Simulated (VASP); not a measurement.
# Bi2Ir2O7 with PBEsol: from relaxation to properties, part 2 of 2

What structure does Bi2Ir2O7 take at this level, and what are its properties? The start is a computed cell from the Materials Project.

VASP 6.6.1; PBEsol, no spin polarisation; plane waves and PAW (Bi_d, Ir, O).

Still holding for the runs below: This run has no spin polarisation, although Ir can carry a moment.

So far. Step 5 (Density of states (PBEsol)): The finer mesh and the other smearing move the Fermi level by +0.06 eV from the 4×4×4 run, one measure of the sampling error in the zero of the bands above. Of the states within 0.3 eV of the Fermi level, the largest shares in the PAW spheres are Ir d 50 % and O p 32 %. The rest lies in smaller channels or between the spheres. Step 6 (Core levels (PBEsol)): The O 1s level differs by about 0.4 eV between unlike sites.

## Step 7: Independent-particle dielectric function (PBEsol)

LOPTICS sums transitions from filled to empty bands. The mesh is finer than in the run before. NBANDS is raised for it.

Contents of INCAR:

```
SYSTEM = Bi2Ir2O7
PREC = Accurate
ENCUT = 520
EDIFF = 1E-06
NELM = 100
ISMEAR = 0
SIGMA = 0.05
LREAL = Auto
ALGO = Fast
GGA = PS
NBANDS = 266
LASPH = .TRUE.
LORBIT = 11
LWAVE = .FALSE.
LCHARG = .FALSE.
KPAR = 8
LOPTICS = .TRUE.
NEDOS = 1500
CSHIFT = 0.1
```

Contents of POSCAR:

```
Bi2Ir2O7
1.0
    0.0000000000      5.1598405794      5.1598405794
    5.1598405794      0.0000000000      5.1598405794
    5.1598405794      5.1598405794      0.0000000000
Bi Ir O
4 4 14
Direct
    0.1250000000      0.6250000000      0.6250000000
    0.6250000000      0.1250000000      0.6250000000
    0.6250000000      0.6250000000      0.1250000000
    0.6250000000      0.6250000000      0.6250000000
    0.6250000000      0.1250000000      0.1250000000
    0.1250000000      0.6250000000      0.1250000000
    0.1250000000      0.1250000000      0.6250000000
    0.1250000000      0.1250000000      0.1250000000
    0.2062134535      0.2062134535      0.7937865465
    0.7937865465      0.7937865465      0.2062134535
    0.2062134535      0.7937865465      0.2062134535
    0.7937865465      0.2062134535      0.7937865465
    0.7937865465      0.2062134535      0.2062134535
    0.2062134535      0.7937865465      0.7937865465
    0.0437865465      0.0437865465      0.4562134535
    0.4562134535      0.4562134535      0.0437865465
    0.0437865465      0.4562134535      0.0437865465
    0.4562134535      0.0437865465      0.4562134535
    0.4562134535      0.0437865465      0.0437865465
    0.0437865465      0.4562134535      0.4562134535
    0.7500000000      0.7500000000      0.7500000000
    0.5000000000      0.5000000000      0.5000000000
```

Contents of KPOINTS:

```
Automatic mesh
0
Gamma
6 6 6
0 0 0
```

PAW data sets: Bi_d, Ir and O (PBE family, release 64).

Launch:

```sh
> mpirun -np 8 vasp_std
```

Run time: 3.3 min. Hardware: 8 MPI ranks of Intel Xeon 6975P-C (Granite Rapids), shared host; peak memory 13 GiB.

These are independent-particle spectra without excitons or local fields, and fine structure depends on the mesh and on CSHIFT. The intraband (Drude) part is not in this spectrum.

This step gave:

```
SCF cycles              : 16
bands                   : 266
irreducible k-points    : 16
free energy (TOTEN)     : -152.9723 eV
energy at zero smearing : -152.9675 eV
Fermi energy            : 7.236 eV
pressure                : -0.05972 GPa
```

The imaginary dielectric function, xx has structure finer than the step of the table below, so its rows give means over 1 eV, whole bins alone (the curve runs from 0 to 25.0 eV). Peaks (eV: height): 0.1: 46.7, 5.1: 9.58.

Table of imaginary dielectric function, xx by photon energy; means over each step:

| photon energy (eV) | imaginary dielectric function, xx |
| --- | --- |
| 1 | 8.96 |
| 2 | 3.22 |
| 3 | 5.35 |
| 4 | 7.70 |
| 5 | 8.79 |
| 6 | 7.26 |
| 7 | 5.58 |
| 8 | 4.81 |
| 9 | 3.21 |
| 10 | 2.74 |
| 11 | 2.46 |
| 12 | 2.03 |
| 13 | 2.31 |
| 14 | 2.57 |
| 15 | 2.05 |
| 16 | 2.18 |
| 17 | 1.67 |
| 18 | 1.45 |
| 19 | 1.43 |
| 20 | 1.25 |
| 21 | 1.09 |
| 22 | 0.810 |
| 23 | 0.731 |
| 24 | 0.684 |

Real dielectric function, xx against photon energy:

| photon energy (eV) | real dielectric function, xx |
| --- | --- |
| 0.0 | 97.2 |
| 0.5 | 3.22 |
| 1.0 | 5.25 |
| 1.5 | 5.39 |
| 2.0 | 5.91 |
| 2.5 | 8.42 |
| 3.0 | 10.7 |
| 3.5 | 7.59 |
| 4.0 | 6.86 |
| 4.5 | 5.34 |
| 5.0 | 5.09 |
| 5.5 | 2.33 |
| 6.0 | 0.0337 |
| 6.5 | 0.658 |
| 7.0 | 1.28 |
| 7.5 | -0.0523 |
| 8.0 | -0.108 |
| 8.5 | -0.879 |
| 9.0 | -0.354 |
| 9.5 | 0.127 |
| 10.0 | 0.343 |
| 10.5 | 0.281 |
| 11.0 | 0.332 |
| 11.5 | 0.315 |
| 12.0 | 0.601 |
| 12.5 | 0.852 |
| 13.0 | 1.17 |
| 13.5 | 0.819 |
| 14.0 | 0.274 |
| 14.5 | 0.213 |
| 15.0 | 0.295 |
| 15.5 | 0.510 |
| 16.0 | 0.0258 |
| 16.5 | -0.0973 |
| 17.0 | -0.104 |
| 17.5 | 0.0523 |
| 18.0 | 0.116 |
| 18.5 | 0.196 |
| 19.0 | 0.169 |
| 19.5 | 0.0703 |
| 20.0 | 0.00635 |
| 20.5 | 0.0747 |
| 21.0 | 0.0192 |
| 21.5 | 0.0137 |
| 22.0 | 0.123 |
| 22.5 | 0.215 |
| 23.0 | 0.305 |
| 23.5 | 0.381 |
| 24.0 | 0.348 |
| 24.5 | 0.486 |

## Step 8: Volume scan with PBEsol, volume scale 0.94

An equation of state needs energies on both sides of the minimum, all on one mesh and cutoff.

INCAR: that of step 7 with these lines changed.

```diff
@@ -10,3 +10,3 @@
 GGA = PS
-NBANDS = 266
+NBANDS = 112
 LASPH = .TRUE.
@@ -16,4 +16,2 @@
 KPAR = 8
-LOPTICS = .TRUE.
-NEDOS = 1500
-CSHIFT = 0.1
+ISIF = 2
```

POSCAR: that of step 7 with these lines changed.

```diff
@@ -2,5 +2,5 @@
 1.0
-    0.0000000000      5.1598405794      5.1598405794
-    5.1598405794      0.0000000000      5.1598405794
-    5.1598405794      5.1598405794      0.0000000000
+    0.0000000000      5.0545081548      5.0545081548
+    5.0545081548      0.0000000000      5.0545081548
+    5.0545081548      5.0545081548      0.0000000000
 Bi Ir O
```

Contents of KPOINTS:

```
Automatic mesh
0
Gamma
4 4 4
0 0 0
```

Launch:

```sh
> mpirun -np 8 vasp_std
```

Wall time 49 s (8 MPI ranks); peak memory 3.9 GiB; 6.4 min of CPU time.

The scan keeps the cell's shape and the fractional positions fixed.

This step gave:

- SCF cycles: 17
- bands: 112
- irreducible k-points: 8
- free energy (TOTEN): -152.1518 eV
- energy at zero smearing: -152.1407 eV
- Fermi energy: 8.225 eV
- pressure: 15.53 GPa

Force by atom:

| atom | x (eV/Å) | y (eV/Å) | z (eV/Å) | size |
| --- | --- | --- | --- | --- |
| Bi1 | 0.000 | 0.000 | 0.000 | 0.000 |
| Bi2 | 0.000 | 0.000 | 0.000 | 0.000 |
| Bi3 | 0.000 | 0.000 | 0.000 | 0.000 |
| Bi4 | 0.000 | 0.000 | 0.000 | 0.000 |
| Ir5 | 0.000 | 0.000 | 0.000 | 0.000 |
| Ir6 | 0.000 | 0.000 | 0.000 | 0.000 |
| Ir7 | 0.000 | 0.000 | 0.000 | 0.000 |
| Ir8 | 0.000 | 0.000 | 0.000 | 0.000 |
| O9 | 0.000 | 0.000 | 0.350 | 0.350 |
| O10 | 0.000 | 0.000 | -0.350 | 0.350 |
| O11 | 0.000 | 0.350 | 0.000 | 0.350 |
| O12 | 0.000 | -0.350 | 0.000 | 0.350 |
| O13 | 0.350 | 0.000 | 0.000 | 0.350 |
| O14 | -0.350 | 0.000 | 0.000 | 0.350 |
| O15 | 0.000 | 0.000 | -0.350 | 0.350 |
| O16 | 0.000 | 0.000 | 0.350 | 0.350 |
| O17 | 0.000 | -0.350 | 0.000 | 0.350 |
| O18 | 0.000 | 0.350 | 0.000 | 0.350 |
| O19 | -0.350 | 0.000 | 0.000 | 0.350 |
| O20 | 0.350 | 0.000 | 0.000 | 0.350 |
| O21 | 0.000 | 0.000 | 0.000 | 0.000 |
| O22 | 0.000 | 0.000 | 0.000 | 0.000 |

The pressure here is 15.53 GPa.

## Step 9: Volume scan with PBEsol, volume scale 0.96

INCAR is that of step 8.

POSCAR: that of step 8 with these lines changed.

```diff
@@ -2,5 +2,5 @@
 1.0
-    0.0000000000      5.0545081548      5.0545081548
-    5.0545081548      0.0000000000      5.0545081548
-    5.0545081548      5.0545081548      0.0000000000
+    0.0000000000      5.0901044554      5.0901044554
+    5.0901044554      0.0000000000      5.0901044554
+    5.0901044554      5.0901044554      0.0000000000
 Bi Ir O
```

KPOINTS is that of step 8.

Launch:

```sh
> mpirun -np 8 vasp_std
```

It took 49 s on 8 MPI ranks; peak memory 3.9 GiB.

This step gave:

* free energy (TOTEN): -152.5928 eV
* energy at zero smearing: -152.5817 eV
* Fermi energy: 7.873 eV
* pressure: 9.713 GPa

Force by atom:

| atom | x (eV/Å) | y (eV/Å) | z (eV/Å) | size |
| --- | --- | --- | --- | --- |
| Bi1 | 0.000 | 0.000 | 0.000 | 0.000 |
| Bi2 | 0.000 | 0.000 | 0.000 | 0.000 |
| Bi3 | 0.000 | 0.000 | 0.000 | 0.000 |
| Bi4 | 0.000 | 0.000 | 0.000 | 0.000 |
| Ir5 | 0.000 | 0.000 | 0.000 | 0.000 |
| Ir6 | 0.000 | 0.000 | 0.000 | 0.000 |
| Ir7 | 0.000 | 0.000 | 0.000 | 0.000 |
| Ir8 | 0.000 | 0.000 | 0.000 | 0.000 |
| O9 | 0.000 | 0.000 | 0.216 | 0.216 |
| O10 | 0.000 | 0.000 | -0.216 | 0.216 |
| O11 | 0.000 | 0.216 | 0.000 | 0.216 |
| O12 | 0.000 | -0.216 | 0.000 | 0.216 |
| O13 | 0.216 | 0.000 | 0.000 | 0.216 |
| O14 | -0.216 | 0.000 | 0.000 | 0.216 |
| O15 | 0.000 | 0.000 | -0.216 | 0.216 |
| O16 | 0.000 | 0.000 | 0.216 | 0.216 |
| O17 | 0.000 | -0.216 | 0.000 | 0.216 |
| O18 | 0.000 | 0.216 | 0.000 | 0.216 |
| O19 | -0.216 | 0.000 | 0.000 | 0.216 |
| O20 | 0.216 | 0.000 | 0.000 | 0.216 |
| O21 | 0.000 | 0.000 | 0.000 | 0.000 |
| O22 | 0.000 | 0.000 | 0.000 | 0.000 |

The pressure falls from 15.53 to 9.71 GPa.

The run ends at a pressure of 9.71 GPa, with forces up to 0.22 eV/Å.

## Step 10: Volume scan with PBEsol, volume scale 0.98

INCAR is that of step 9.

POSCAR: that of step 9 with these lines changed.

```diff
@@ -2,5 +2,5 @@
 1.0
-    0.0000000000      5.0901044554      5.0901044554
-    5.0901044554      0.0000000000      5.0901044554
-    5.0901044554      5.0901044554      0.0000000000
+    0.0000000000      5.1252097334      5.1252097334
+    5.1252097334      0.0000000000      5.1252097334
+    5.1252097334      5.1252097334      0.0000000000
 Bi Ir O
```

KPOINTS is that of step 9.

Launch:

```sh
> mpirun -np 8 vasp_std
```

Wall time 49 s (8 MPI ranks); peak memory 3.9 GiB.

The pressure falls from 9.71 to 4.61 GPa.

The run ends at a pressure of 4.61 GPa, with forces up to 0.099 eV/Å.

## Step 11: Volume scan with PBEsol, volume scale 1

INCAR is that of step 10.

POSCAR: that of step 10 with these lines changed.

```diff
@@ -2,5 +2,5 @@
 1.0
-    0.0000000000      5.1252097334      5.1252097334
-    5.1252097334      0.0000000000      5.1252097334
-    5.1252097334      5.1252097334      0.0000000000
+    0.0000000000      5.1598405794      5.1598405794
+    5.1598405794      0.0000000000      5.1598405794
+    5.1598405794      5.1598405794      0.0000000000
 Bi Ir O
```

KPOINTS is that of step 10.

Launch:

```sh
> mpirun -np 8 vasp_std
```

Wall time 48 s (8 MPI ranks); peak memory 3.9 GiB.

The pressure falls from 4.61 to 0.00 GPa.

The run ends at a pressure of 0.00 GPa, with forces up to 0.0085 eV/Å.

## Step 12: Volume scan with PBEsol, volume scale 1.02

INCAR is that of step 11.

POSCAR: that of step 11 with these lines changed.

```diff
@@ -2,5 +2,5 @@
 1.0
-    0.0000000000      5.1598405794      5.1598405794
-    5.1598405794      0.0000000000      5.1598405794
-    5.1598405794      5.1598405794      0.0000000000
+    0.0000000000      5.1940127049      5.1940127049
+    5.1940127049      0.0000000000      5.1940127049
+    5.1940127049      5.1940127049      0.0000000000
 Bi Ir O
```

KPOINTS is that of step 11.

Launch:

```sh
> mpirun -np 8 vasp_std
```

Wall time 53 s (8 MPI ranks); peak memory 4.1 GiB; 6.9 min of CPU time.

The pressure falls from 0.00 to -4.10 GPa.

The run ends at a pressure of -4.10 GPa, with forces up to 0.098 eV/Å.

## Step 13: Volume scan with PBEsol, volume scale 1.04

INCAR is that of step 12.

POSCAR: that of step 12 with these lines changed.

```diff
@@ -2,5 +2,5 @@
 1.0
-    0.0000000000      5.1940127049      5.1940127049
-    5.1940127049      0.0000000000      5.1940127049
-    5.1940127049      5.1940127049      0.0000000000
+    0.0000000000      5.2277410052      5.2277410052
+    5.2277410052      0.0000000000      5.2277410052
+    5.2277410052      5.2277410052      0.0000000000
 Bi Ir O
```

KPOINTS is that of step 12.

Launch:

```sh
> mpirun -np 8 vasp_std
```

Wall time 53 s (8 MPI ranks); peak memory 4.2 GiB; 6.9 min of CPU time.

The pressure falls from -4.10 to -7.80 GPa.

The run ends at a pressure of -7.80 GPa, with forces up to 0.19 eV/Å.

## Step 14: Volume scan with PBEsol, volume scale 1.06

A prediction first. A parabola through the 6 pressures of evenly scaled cells so far, P = -0.01 -218.3 t +523 t² GPa with t = ln(V/V₁) and V₁ the volume at scale 1, gives -10.96 GPa at t = +0.0583.

INCAR is that of step 13.

POSCAR: that of step 13 with these lines changed.

```diff
@@ -2,5 +2,5 @@
 1.0
-    0.0000000000      5.2277410052      5.2277410052
-    5.2277410052      0.0000000000      5.2277410052
-    5.2277410052      5.2277410052      0.0000000000
+    0.0000000000      5.2610396164      5.2610396164
+    5.2610396164      0.0000000000      5.2610396164
+    5.2610396164      5.2610396164      0.0000000000
 Bi Ir O
```

KPOINTS is that of step 13.

Launch:

```sh
> mpirun -np 8 vasp_std
```

The job ended after 55 s (8 MPI ranks; peak memory 4.2 GiB).

The pressure falls from -7.80 to -11.17 GPa. The parabola predicted -10.96 GPa, +0.21 GPa off.

## Step 15: Comparing the runs

Times are for 8 MPI ranks of Intel Xeon 6975P-C (Granite Rapids), shared host. The runs compared:

| no. | volume scale | energy above the lowest point (meV/atom) | pressure (GPa) | time | memory (GiB) |
| --- | --- | --- | --- | --- | --- |
| 1 | 0.94 | 35.47 | 15.53 | 49 s | 3.9 |
| 2 | 0.96 | 15.43 | 9.713 | 49 s | 3.9 |
| 3 | 0.98 | 3.9 | 4.608 | 49 s | 3.9 |
| 4 | 1 | 0 | 0.004415 | 48 s | 3.9 |
| 5 | 1.02 | 2.99 | -4.101 | 53 s | 4.1 |
| 6 | 1.04 | 11.98 | -7.797 | 53 s | 4.2 |
| 7 | 1.06 | 26.4 | -11.17 | 55 s | 4.2 |

## Step 16: Fit for PBEsol

This step: Birch-Murnaghan fit, PBEsol; plane waves and PAW (VASP 6.6.1).

Derived from the runs above.

This step gave:

* pressure derivative of the bulk modulus: 4.734
* r.m.s. error of the fit: 1.70e-5 eV/atom
* minimum inside the sampled range: yes
* bulk modulus: 217.1 GPa
* equilibrium volume of the fit: 12.50 Å³/atom

Table of energy above the fitted minimum by volume:

| volume (Å³/atom) | energy above the fitted minimum (eV/atom) |
| --- | --- |
| 11.739 | 0.0354 |
| 11.989 | 0.0154 |
| 12.239 | 0.00388 |
| 12.489 | -2.3e-5 |
| 12.738 | 0.00297 |
| 12.988 | 0.0120 |
| 13.238 | 0.0264 |

The fitted volume lies +0.10 % from the relaxed one. The atoms bear forces along the scan, since they were held; freeing them would lower the modulus.

## Step 17: What came out

- relaxed volume: 12.49 Å³/atom
- relaxed conventional cell a, b, c: 10.320, 10.320, 10.320 Å
- space group after relaxing, within 0.02 Å: Fd-3m (No. 227)
- band gap: none, a metal
- DOS at the Fermi level: 9.34 states/eV/cell
- shallowest level of the frozen cores: Ir5 5p, 49.8 eV deep
- bulk modulus from the fit: 217 GPa
- volume from the fit: 12.5 Å³/atom

In words: With PBEsol, Bi2Ir2O7 relaxes to 12.49 Å³/atom in space group Fd-3m (held by the symmetry of the run), comes out as a metal and has a bulk modulus of 217 GPa at fixed shape and positions, an upper bound. Band structure (PBEsol): Of the bands kept, 2 cross the Fermi level on this path. Spin-orbit coupling is left out, and with elements this heavy it would split and shift bands near the Fermi level. The k-sampling is coarse for a metal, so the Fermi level, pressures and the shape of the cell carry errors. Magnetism was not tested. No search among competing phases was made, and a listed structure need not be the one stable at ambient conditions. All values are for a static lattice at zero temperature.

[Lines on the potential files, build, host, timing and source positions are cut from VASP's logs without a mark.]

[Logs are printed without paths, hosts, clocks, repeated set-up lines and the standing remarks that a program may print on its own settings, such as how far it seeks lower states.]

[Hosts, paths, dates, database ids (printed as entryN), source tags and the programs' standing remarks are cut or masked in the printed files.]

[A measured line is paired with the nearest computed mode of its activity, which favours agreement.]
